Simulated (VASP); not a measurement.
Level of theory: PBE GGA, VASP's PBE PAW potentials (set 64) (plane waves; VASP).

Input for VASP

INCAR:
```
SYSTEM  =  RhTe
PREC  =  Accurate; ENCUT  =  400; LREAL  =  .False.
LASPH  =  .True.
EDIFF  =  1E-6; NELM  =  100; ALGO  =  Normal
LMAXMIX  =  4
ISMEAR  =  1; SIGMA  =  0.1
GGA  =  PE
IBRION  =  2; NSW  =  60; ISIF  =  3
EDIFFG  =  -0.01
LWAVE  =  .False.; LCHARG  =  .False.
```

### KPOINTS
```
Automatic
0
Gamma
 9 9 9
```

**POSCAR**
```
RhTe
1
    0.0000000000     3.2331620000     3.2331620000
    3.2331620000     0.0000000000     3.2331620000
    3.2331620000     3.2331620000     0.0000000000
Rh Te
1 1
Direct
  0.0000000000   0.0000000000   0.0000000000
  0.2500000000   0.2500000000   0.2500000000
```

POTCAR, in this order: Rh_pv Te (PBE.64 set). Program: vasp_std.

Energy and stress use the plane-wave basis of the starting cell. Unless said otherwise, spin-orbit coupling is left out, though it shifts the bands of the heavy elements here.

Q: Predict the energy per atom (σ→0), volume per atom, band gap (on the k-mesh).

A: 
```json
{
  "energy per atom (σ→0)": "-5.272 eV/atom",
  "band gap (on the k-mesh)": "none (metal, semimetal or under 0.01 eV)",
  "volume_per_atom": "25.85 Å³/atom"
}
```

**OSZICAR**
```
...
   5 F= -.10543184E+02 E0= -.10543213E+02  d E =-.329659E-06
       N       E                     dE             d eps       ncg     rms          rms(c)
DAV:   1    -0.105457382531E+02   -0.25533E-02   -0.37083E-02   980   0.243E+00    0.365E-01
DAV:   2    -0.105441790575E+02    0.15592E-02   -0.22158E-02   980   0.164E+00    0.198E-01
DAV:   3    -0.105432612634E+02    0.91779E-03   -0.30364E-03   980   0.621E-01    0.455E-02
DAV:   4    -0.105432338097E+02    0.27454E-04   -0.21442E-04  1004   0.952E-02    0.214E-02
DAV:   5    -0.105432341229E+02   -0.31326E-06   -0.91008E-06  1196   0.302E-02
   6 F= -.10543234E+02 E0= -.10543259E+02  d E =-.501674E-04
```

The structure was generated: RhTe was put into the zinc blende type (F-43m), which need not be its known phase. This run relaxes it. Symmetry was kept, so distortions that lower it aren't found. The electron count is odd and the run is not spin-polarised, which forces a metal.
